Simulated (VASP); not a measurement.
Energy against volume of Tb (hcp). These are optB88-vdW, VASP's PBE PAW potentials (set 64) (plane waves; VASP) values and carry that method's errors. Settings: 520 eV cut-off, 12×12×7 Γ-centred mesh, first-order Methfessel-Paxton smearing of 0.10 eV, potentials Tb_3.

The 4f electrons are frozen in the core of the lanthanide potential, so 4f levels, which can set the real gap, and their magnetism are missing.

Shape and ions are relaxed at each volume.

```
V (Å³/atom)  E (eV/atom)
-----------  -----------
29.421          -1.87476
30.360          -1.88561
31.299          -1.88843
32.238          -1.88430
```

### Question
Fit these four points and predict the energy of the run at 33.177 Å³/atom.

### Answer
A cubic in V^(−2/3), the third-order Birch-Murnaghan form, passes through the four points with V0 = 31.19 Å³/atom and B0 = 40 GPa, and gives -1.8741 eV/atom there. The run gave -1.8738 eV/atom, +0.3 meV/atom from the fit; all five points give B0 = 41 GPa.

The compound is Tb in the hcp structure. It was relaxed first.
